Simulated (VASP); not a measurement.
```
Y
1.0
    1.77521    -3.07476     0.00000
    1.77521     3.07476     0.00000
    0.00000     0.00000     5.46912
Y
2
Direct
  0.33333   0.66667   0.25000
  0.66667   0.33333   0.75000
```

Calculation: LDA (Ceperley-Alder, Perdew-Zunger), VASP's LDA PAW potentials (set 64) (plane waves; VASP). Numerical set-up: 400 eV cut-off, 11×11×6 Γ-centred mesh, first-order Methfessel-Paxton smearing of 0.10 eV, potentials Y_sv.

**Question.** Predict the energy per atom (σ→0), band gap (on the k-mesh) with the smallest direct gap where there is one.

**Answer.** 
```json
{
 "band gap (on the k-mesh)": "none (metal, semimetal or under 0.01 eV)",
 "energy per atom (σ→0)": "-6.950 eV/atom"
}
```

The compound is Y in the hcp structure. It was relaxed first, which changed the volume by -10 %. The start is the result of an earlier pass.
